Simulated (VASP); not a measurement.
Consider the following.

```xyz
2
Lattice="3.0498 0.0000 0.0000 0.0000 3.0498 0.0000 0.0000 0.0000 3.0498" Properties=species:S:1:pos:R:3 pbc="T T T"
Al     1.5249     1.5249     1.5249
Ru     0.0000     0.0000     0.0000
```

Method: PBE GGA, VASP's PBE PAW potentials (set 64) (plane waves; VASP). Run with 400 eV cut-off, 9×9×9 Γ-centred mesh, first-order Methfessel-Paxton smearing of 0.10 eV, potentials Al Ru_pv.

### Question
What does the run give for the energy per atom (σ→0), pressure, band gap (on the k-mesh) with the smallest direct gap where there is one?

### Answer

```
Property                                                     Value
------------------------  ----------------------------------------
band gap (on the k-mesh)  none (metal, semimetal or under 0.01 eV)
energy per atom (σ→0)                               -7.109 eV/atom
pressure                                                -89.8 kbar
```

The compound is RuAl in the CsCl type structure. The cell was not relaxed at this level. The electron count is odd and the run is not spin-polarised, which forces a metal.
